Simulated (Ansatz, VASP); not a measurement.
## Ni2TeSe in two plane-wave programs

Aim: how closely do two programs agree when they are given the same cell, functional and k mesh? The cell is taken from a series of runs on this material, whose earlier steps may have relaxed, scaled, displaced or heated it; both programs get it as it stands.

Method: plane waves, with VASP 6.6.1 beside it; relaxation of cell and atoms at PBE, in Ansatz 0.2.0.

The structure was built from a prototype and need not be the compound's stable phase.

## (1) The starting structure

The structure is hexagonal, space group P-6m2 (No. 187). Conventional cell: a = 3.783 Å, b = 3.783 Å, c = 5.534 Å, α = 90.00°, β = 90.00°, γ = 120.00°. Te has 6 Ni at 2.59 Å nearest. Nearest to Se lie 6 Ni at 2.59 Å. Nearest to Ni lie 3 Se at 2.59 Å and 3 Te at 2.59 Å and 2 Ni at 2.77 Å. As first built, before any earlier steps moved the atoms (in the runner's words): half of the Se replaced by Te in the P6_3/mmc structure of NiSe. Farther neighbours and most contacts between anions are not listed.

## (2) Ansatz: relaxation of cell and atoms, PBE

Ansatz runs on its default PAW (the set named soft_2) files.

The relaxed volume is the usual yardstick between codes: in a stiff, nearly cubic crystal its relative difference is about their pressure difference at one cell divided by the bulk modulus.

input.yaml reads:

```yaml
crystal:
  lattice:
    - [3.78284316, 0.0, 0.0]
    - [-1.89142158, 3.27603827, 0.0]
    - [0.0, 0.0, 5.53400828]
  atoms:
    - { symbol: Te, position: [0.66666667, 0.33333333, 0.75] }
    - { symbol: Se, position: [0.33333333, 0.66666667, 0.25] }
    - { symbol: Ni, position: [0.0, 0.0, 0.5], spin: 1.0 }
    - { symbol: Ni, position: [0.0, 0.0, 0.0], spin: 1.0 }
magnetization:
  spin_polarized: true
kpoints:
  mp_grid: { grid: [7, 7, 4] }
scf:
  occupations: { method: fermi_dirac, width: 0.05 }
hamiltonian:
  xc: pbe
  pseudopotentials: { kind: paw }
output:
  forces: true
  stress: true
relax:
  f_tol: 0.02
  max_steps: 50
  cell: {}
```

On the command line:

```sh
> ansatz run input.yaml --threads 2 --pin off --max-ram 5120MiB --backend cpu --events-out ev --progress --plain --runs-dir out
```

Numbers of over 12 decimals in the logs are rounded to 6 here.

The log of the run:

```text
Engine: ansatz 0.2.0, aarch64-unknown-linux-gnu
Pseudopotentials: kind: paw
Pseudopotential: Te, paw, valence charge 16, recommended cutoff 420 eV (normal), Te.paw.azcp
Pseudopotential: Se, paw, valence charge 16, recommended cutoff 420 eV (normal), Se.paw.azcp
Pseudopotential: Ni, paw, valence charge 18, recommended cutoff 420 eV (normal), Ni.paw.azcp
Functional definition: PBE
  parameter kappa = 0.804
  parameter beta = 0.066725
  exchange = pbe_x(kappa = kappa, mu = beta*pi^2/3)
  correlation = pbe_c(beta = beta)
Crystal: 4 atoms, lattice volume = 68.582 Å³
Basis set: ecut = 420 eV, 1351 PW (Γ), exchange–correlation on 54×54×80 points (8 copies of the dense FFT grid, shifted against one another)
Bands: 42, of which v1, the nominal top of the filled ones, is band 34 counted from 1 (33 counted from 0)
Symmetry: 12 space group operations
Space group: P-6m2 (ITA 187), of the structure as read, at distance tolerance 4.1e-5 Å
Magnetic group: BNS 187.209 (UNI 1439), of the structure as read, at distance tolerance 4.1e-5 Å
k-points: 24 of 196 (time reversal used)
Non-local potential: Te, projectors of the file, l = 0: 2, l = 1: 2, l = 2: 2, l = 3: 2
Non-local potential: Se, projectors of the file, l = 0: 2, l = 1: 2, l = 2: 3, l = 3: 1
Non-local potential: Ni, projectors of the file, l = 0: 3, l = 1: 2, l = 2: 3, l = 3: 1
PAW form: soft (Blöchl's): semilocal exchange-correlation on the pseudo side does not see the compensation charge
PAW one-centre angular grid: Te, 590 points (default); XC on 64 Gauss nodes
PAW one-centre angular grid: Se, 590 points (default); XC on 64 Gauss nodes
PAW one-centre angular grid: Ni, 590 points (default); XC on 64 Gauss nodes
Initial density: superposition of atomic densities (chi_scale 0.1, normalization cell, long waves kept (reshape's long-wave potential 0.05 eV rms))
Starting moments: Σ|m| = 2 μB on 2 of 4 sites
Initial wavefunctions: pseudopotential atomic-orbital guess
Functional: x = pbe(κ = 0.804, μ = 0.219515), c = pbe(β = 0.066725)
SCF iter   1: F=—  HF=-24125.059966 eV  |F-HF|=—  |Δ(HF+E_count)|=         —  Δρ=9.62e-2 (↑4.35e-2 ↓9.62e-2)  dr2=1.30e1  dr2_m=5.11e-1  M=1.184 μB ∫|m|=1.216 μB  β_m=0.30  ethr=3.10e-3  ⟨swp⟩=6.0  Hψ=7159  notcnv=0  defer=13
Mixer restart at iter 1: flushing history
preconditioner: auto → Kerker (q_TF=auto, 2.724 Å⁻¹)  [metal: Δε(μ)=0.023 eV  Ē_g=8.664 eV  σ=0.050 eV  W_gap=0.11  n_scr=22 (ndim 8)  ℏωp=25.4 eV  f_vac=0.000  D(μ)=3.27/eV (n_scr^D=22)]
spin=Collinear: Kerker preconditioning applied to the charge; magnetization (m = ρ↑ − ρ↓) channel mixes plain (no charge-response kernel on spin).
SCF iter   2: F=—  HF=-24127.591933 eV  |F-HF|=—  |Δ(HF+E_count)|=    2.53e0  Δρ=4.45e-2 (↑1.77e-2 ↓4.45e-2)  dr2=3.27e0  dr2_m=3.37e-1  M=1.102 μB ∫|m|=1.154 μB  β_m=0.39  ethr=3.10e-3  ⟨swp⟩=3.0  Hψ=4416  notcnv=0  defer=87
SCF iter   3: F=—  HF=-24128.667255 eV  |F-HF|=—  |Δ(HF+E_count)|=    1.08e0  Δρ=4.34e-2 (↑1.10e-2 ↓4.34e-2)  dr2=2.37e0  dr2_m=2.89e-1  M=0.890 μB ∫|m|=0.923 μB  β_m=0.20  ethr=3.10e-3  ⟨swp⟩=2.0  Hψ=2671  notcnv=0  defer=88
SCF iter   4: F=—  HF=-24129.174206 eV  |F-HF|=—  |Δ(HF+E_count)|=   5.07e-1  Δρ=2.36e-2 (↑2.36e-2 ↓1.63e-2)  dr2=4.34e-1  dr2_m=1.86e-1  M=0.700 μB ∫|m|=0.742 μB  β_m=0.75  ethr=3.10e-3  ⟨swp⟩=2.6  Hψ=2801  notcnv=0  defer=88
SCF iter   5: F=—  HF=-24129.121341 eV  |F-HF|=—  |Δ(HF+E_count)|=   5.29e-2  Δρ=1.03e-2 (↑1.03e-2 ↓3.45e-3)  dr2=1.04e-1  dr2_m=1.09e-2  M=0.157 μB ∫|m|=0.178 μB  β_m=0.79  ethr=6.38e-4  ⟨swp⟩=3.1  Hψ=3665  notcnv=0  defer=84
SCF iter   6: F=—  HF=-24129.122770 eV  |F-HF|=—  |Δ(HF+E_count)|=         —  Δρ=4.47e-3 (↑4.39e-3 ↓4.47e-3)  dr2=5.49e-3  dr2_m=1.13e-2  M=0.041 μB ∫|m|=0.053 μB  β_m=0.79  ethr=1.53e-4  ⟨swp⟩=2.1  Hψ=3736  notcnv=0  defer=83
Mixer restart at iter 6: flushing history
SCF iter   7: F=—  HF=-24129.125871 eV  |F-HF|=—  |Δ(HF+E_count)|=   3.10e-3  Δρ=4.89e-3 (↑1.34e-3 ↓4.89e-3)  dr2=1.47e-2  dr2_m=2.26e-3  M=0.020 μB ∫|m|=0.027 μB  β_m=0.90  ethr=8.08e-6  ⟨swp⟩=2.1  Hψ=3696  notcnv=0  defer=80
SCF iter   8: F=—  HF=-24129.134625 eV  |F-HF|=—  |Δ(HF+E_count)|=   8.75e-3  Δρ=5.29e-3 (↑5.29e-3 ↓3.79e-3)  dr2=3.11e-2  dr2_m=3.79e-4  M=0.009 μB ∫|m|=0.012 μB  β_m=0.67  ethr=8.08e-6  ⟨swp⟩=2.0  Hψ=3954  notcnv=0  defer=80
[...]
preconditioner: auto → none  [metal: Δε(μ)=0.053 eV  Ē_g=8.835 eV  σ=0.050 eV  W_gap=0.26  n_scr=8 (ndim 8)  ℏωp=25.4 eV  f_vac=0.017  D(μ)=3.26/eV (n_scr^D=22)]
[...]
the starting moments were not kept: the SCF closed with an absolute magnetisation of 1.3e-6 μB, where they sum to 2 μB in size (2 sites). That is at most 0.1 of that sum. Measured as dr2_m measures the in/out step, that magnetisation stands 6.9e-13 eV from none, at or under the dr2_threshold of 8.2e-9 eV: it is no larger than a step whose dr2_m would equal this threshold.
SCF 5 converged in 8 iterations: F = -24129.214832 eV  dr2 = 7.66e-9
relax step   5: F+E_penalty+E_count = -24129.21483223 eV  Δ(F+E_penalty+E_count) = -1.475e-5 eV  max|allowed force component| = 1.233e-3 eV/Å  Δτ_max = 0.0002 Å  P = -0.005 GPa  Ω = 68.388 Å³  energy of the carried Pulay correction = +4.816e-5 eV  (8 SCF iters, dr2 threshold 8.16e-9 eV, accepted)
Basis set: ecut = 420 eV, 1349 PW (Γ), exchange–correlation on 54×54×72 points (8 copies of the dense FFT grid, shifted against one another)
Initial wavefunctions: pseudopotential atomic-orbital guess (no wavefunctions were taken with the density)
[...]
preconditioner: auto → none  [metal: Δε(μ)=0.052 eV  Ē_g=8.835 eV  σ=0.050 eV  W_gap=0.25  n_scr=8 (ndim 8)  ℏωp=25.4 eV  f_vac=0.018  D(μ)=3.26/eV (n_scr^D=22)]
[...]
SCF iter   3: F=—  HF=-24129.214258 eV  |F-HF|=—  |Δ(HF+E_count)|=   2.78e-5  Δρ=1.25e-4 (↑1.25e-4 ↓1.25e-4)  dr2=3.41e-6  dr2_m=4.19e-13  M=-0.000 μB ∫|m|=0.000 μB  β_m=0.39  ethr=1.81e-8  ⟨swp⟩=2.2  Hψ=3384  notcnv=0
SCF iter   4: F=—  HF=-24129.214481 eV  |F-HF|=—  |Δ(HF+E_count)|=   2.23e-4  Δρ=5.64e-5 (↑5.64e-5 ↓5.64e-5)  dr2=2.62e-7  dr2_m=1.27e-13  M=-0.000 μB ∫|m|=0.000 μB  β_m=0.48  ethr=5.02e-9  ⟨swp⟩=1.9  Hψ=2162  notcnv=0
SCF iter   5: F=—  HF=-24129.214537 eV  |F-HF|=—  |Δ(HF+E_count)|=   5.64e-5  Δρ=2.00e-5 (↑2.00e-5 ↓2.00e-5)  dr2=8.30e-8  dr2_m=4.48e-14  M=-0.000 μB ∫|m|=0.000 μB  β_m=0.60  ethr=3.85e-10  ⟨swp⟩=1.0  Hψ=2018  notcnv=0
SCF iter   6: F=—  HF=-24129.214544 eV  |F-HF|=—  |Δ(HF+E_count)|=   7.28e-6  Δρ=8.67e-6 (↑8.67e-6 ↓8.66e-6)  dr2=9.32e-8  dr2_m=1.41e-14  M=-0.000 μB ∫|m|=0.000 μB  β_m=0.52  ethr=1.22e-10  ⟨swp⟩=2.0  Hψ=2698  notcnv=0
SCF iter   7: F=—  HF=-24129.214545 eV  |F-HF|=—  |Δ(HF+E_count)|=   9.60e-7  Δρ=3.54e-6 (↑3.54e-6 ↓3.53e-6)  dr2=2.36e-8  dr2_m=3.59e-15  M=-0.000 μB ∫|m|=0.000 μB  β_m=0.53  ethr=1.22e-10  ⟨swp⟩=2.0  Hψ=2680  notcnv=0
SCF iter   8: F=—  HF=-24129.214545 eV  |F-HF|=—  |Δ(HF+E_count)|=   1.27e-7  Δρ=1.07e-6 (↑1.07e-6 ↓1.07e-6)  dr2=2.64e-9  dr2_m=3.70e-16  M=0.000 μB ∫|m|=0.000 μB  β_m=0.65  ethr=3.47e-11  ⟨swp⟩=2.0  Hψ=2752  notcnv=0
SCF iter   9: F=—  HF=-24129.214574 eV  |F-HF|=—  |Δ(HF+E_count)|=   2.85e-5  Δρ=6.84e-7 (↑6.83e-7 ↓6.84e-7)  dr2=1.05e-9  dr2_m=4.66e-17  M=0.000 μB ∫|m|=0.000 μB  β_m=0.82  ethr=3.88e-12  ⟨swp⟩=3.0  Hψ=4178  notcnv=0
SCF iter  10: F=—  HF=-24129.214574 eV  |F-HF|=—  |Δ(HF+E_count)|=   1.52e-9  Δρ=6.19e-7 (↑6.19e-7 ↓6.19e-7)  dr2=8.57e-10  dr2_m=1.19e-17  M=0.000 μB ∫|m|=0.000 μB  β_m=0.91  ethr=1.55e-12  ⟨swp⟩=1.8  Hψ=2124  notcnv=0
SCF iter  11: F=—  HF=-24129.214574 eV  |F-HF|=—  |Δ(HF+E_count)|=   1.90e-9  Δρ=1.74e-7 (↑1.74e-7 ↓1.74e-7)  dr2=7.91e-11  dr2_m=6.89e-18  M=0.000 μB ∫|m|=0.000 μB  β_m=0.83  ethr=1.26e-12  ⟨swp⟩=2.0  Hψ=2802  notcnv=0
SCF iter  12: F=-24129.214574 eV  HF=-24129.214574 eV  |F-HF|=5.82e-11  |Δ(HF+E_count)|=  2.76e-10  Δρ=7.61e-8 (↑7.61e-8 ↓7.61e-8)  dr2=1.36e-11  dr2_m=5.64e-19  M=0.000 μB ∫|m|=0.000 μB  ethr=1.00e-12  ⟨swp⟩=3.0  Hψ=7118  notcnv=0
the starting moments were not kept: the SCF closed with an absolute magnetisation of 1.3e-9 μB, where they sum to 2 μB in size (2 sites). That is at most 0.1 of that sum. Measured as dr2_m measures the in/out step, that magnetisation stands 8.3e-19 eV from none, at or under the dr2_threshold of 4.0e-11 eV: it is no larger than a step whose dr2_m would equal this threshold.
SCF 6 converged in 12 iterations: F = -24129.214574 eV  dr2 = 1.36e-11
relax step   6: F+E_penalty+E_count = -24129.21457400 eV  Δ(F+E_penalty+E_count) = +2.582e-4 eV  max|allowed force component| = 1.164e-3 eV/Å  Δτ_max = 0.0000 Å  P = -0.003 GPa  Ω = 68.388 Å³  stress off target by 8.27e-3 GPa  SCF on the basis re-selected at this cell (its energy is not comparable with the rows above)  (12 SCF iters)
basis re-selected at this cell: Δ(F+E_penalty+E_count) = +2.582e-4 eV, ΔP = +0.002 GPa vs the last step (what re-selecting the basis moved, of the pressure what is left beyond the Pulay correction that the steps carried, after the strain that the cell walked since its last selection, with what the two solves' SCF thresholds leave and, on support functions, any second-order correction that the steps lacked; it is no measure of the basis error at this ecutwfc). The dense FFT grid was sized anew with the basis: this SCF ran on 27×27×36 points, the steps before it on 27×27×40, so part of this shift can come from that change (see relax.cell in the input reference). [rest of the remark cut]
SCF converged after 12 iterations
Magnetization: 0.0000 μB (34.0000 up, 34.0000 down)
Absolute magnetization: 0.0000 μB (∫|ρ↑−ρ↓|, with the PAW one-centre terms)
Spin contamination: 0.0000 ħ² per cell (⟨S²⟩ above its minimum at these occupations)
Per-site moments (μB) at R_I (Å): [(4.214437603387378e-11, 1.079163), (1.3706426227377456e-10, 1.062378), (3.684163782333862e-10, 1.049249), (3.684176583488011e-10, 1.049249)]
Free energy (F): -24129.214574 eV
Harris-Foulkes:  -24129.214574 eV  (|F-HF|=5.82e-11)
Internal energy: -24129.187950 eV  (E = F + TS)
E sigma→0 (E₀):  -24129.201262 eV
Entropy (-TS):   -0.026624 eV (-6.656 meV/atom)
Fermi energy:    14.166865 eV
--- Per-component energies (eV) ---
  E_band       = -1194.845361
  E_kinetic    = 868.007822
  E_local      = -11346.578012  (includes V_loc(G=0)·N_el)
  E_nonlocal   = 381.498566
  E_hartree    = 5280.136696
  E_xc         = -397.327787
  E_vxc        = -420.201579  (∫ρ·V_xc dr)
  E_paw        = -9847.549445  (= ΣΔE_a)
  E_vpaw       = -1237.845962  (= ΣTr[D̂ρ^β])
  E_aug_tail   = 0.000314  (compensation charges beyond the density's cutoff)
  E_ewald      = -9067.376105
  E_smearing   = -0.026624  (= −TS)
  E_closure    = -0.000000  (closes the sum)
  Σ components = -24129.214574   (vs F -24129.214574, Δ=0.00e0)
--- Forces (eV/Å), atoms counted from 1 ---
  atom   1  Te    -0.00000000     0.00000000     0.00000000
  atom   2  Se     0.00000000     0.00000000    -0.00000000
  atom   3  Ni     0.00000000     0.00000000    -0.00116431
  atom   4  Ni     0.00000000     0.00000000     0.00116431
  max |Σ_I F_I| component: 6.09e-17 eV/Å
--- Stress (GPa, compression-positive) ---
       -0.008272       0.000000      -0.000000
        0.000000      -0.008272      -0.000000
       -0.000000      -0.000000       0.008018
  P = ⅓ Tr σ = -0.0028 GPa (-0.028 kbar)
--- Relaxed structure (5 steps of the walk, 5 accepted, 1 SCFs on fresh bases) ---
  F+E_penalty+E_count = -24129.21457400 eV   max|allowed force component| = 1.164e-3 eV/Å   (the final SCF, on the basis selected at the relaxed cell)
  cell:  # Å, volume = 68.3882 Å³
    - [3.878976, 0.0, 0.0]
    - [-1.939488, 3.359292, 0.0]
    - [0.0, 0.0, 5.248273]
  atoms:
    - { symbol: Te, position: [0.666667, 0.333333, 0.75] }
    - { symbol: Se, position: [0.333333, 0.666667, 0.25] }
    - { symbol: Ni, position: [0, 0, 0.492331] }
    - { symbol: Ni, position: [0, 0, 0.00766948] }
```

In the SCF lines HF is the Harris–Foulkes energy and dr2 the Hartree energy of the density residual, in eV; the loop may stop once dr2 is under the threshold and the program's other checks hold. Hψ counts applications of the Hamiltonian.

[end of part 1 of 2]

[Lines on the potential files, build, host, timing and source positions are cut from VASP's logs without a mark.]

[Logs are printed without paths, hosts, clocks, repeated set-up lines and the standing remarks that a program may print on its own settings, such as how far it seeks lower states.]

[Hosts, paths, dates, database ids (printed as entryN), source tags and the programs' standing remarks are cut or masked in the printed files.]
